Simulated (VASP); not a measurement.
An input for Ansatz (written as the equivalent of a VASP run, and not itself run):

Ansatz 0.2 input:
```yaml
crystal:
  lattice:
    - [2.9400985, -0.0000000, 0.0000000]
    - [-1.4700498, 2.5462004, 0.0000000]
    - [0.0000000, 0.0000000, 2.8884019]
  atoms:
    - { symbol: Ta, position: [0.0000000, 1.0000000, 0.0000000] }
    - { symbol: N, position: [0.6666670, 0.3333330, 0.5000000] }
kpoints:
  mp_grid: { grid: [13, 13, 11] }
hamiltonian:
  xc: r2scan
  pseudopotentials: { kind: paw }
scf:
  occupations: { method: methfessel_paxton, width: 0.1 }
  max_iter: 100
relax:
  max_steps: 60
  f_tol: 0.01
  cell: {}
output: { forces: true, stress: true, eigenvalues: true }
```

Question: Write the VASP files for the same calculation (r2SCAN).

Answer: One answer among several that fit: 
KPOINTS:
```
Automatic mesh
0
Gamma
13 13 11
0 0 0
```

File POSCAR:
```
TaN
1.0
  2.9400984850  -0.0000000165   0.0000000000
 -1.4700497711   2.5462003916   0.0000000000
  0.0000000000   0.0000000000   2.8884019195
Ta N
1 1
Direct
  0.0000000000   1.0000000000   0.0000000000
  0.6666670000   0.3333330000   0.5000000000
```

INCAR:
```
SYSTEM  =  TaN
PREC  =  Accurate; ENCUT  =  520; LREAL  =  .False.
LASPH  =  .True.
EDIFF  =  1E-6; NELM  =  100; ALGO  =  Normal
LMAXMIX  =  6; LMIXTAU  =  .True.
ISMEAR  =  1; SIGMA  =  0.1
METAGGA  =  R2SCAN
IBRION  =  2; NSW  =  60; ISIF  =  3
EDIFFG  =  -0.01
LWAVE  =  .False.; LCHARG  =  .False.
```

POTCAR, in this order: Ta_pv N (PBE.64 set). Program: vasp_std.

The two are equivalent in intent, not identical: each code has its own PAW files, so the cut-off isn't converted (ENCUT is set for VASP's; basis.ecutwfc is left out, and Ansatz then takes the one that its files recommend); Ansatz stops its SCF on the density residual and VASP on the energy change (EDIFF).

The structure was generated: TaN was put into the WC type (P-6m2), which need not be its known phase. This run relaxes it. Symmetry was kept, so distortions that lower it aren't found. The start is the result of an earlier pass.
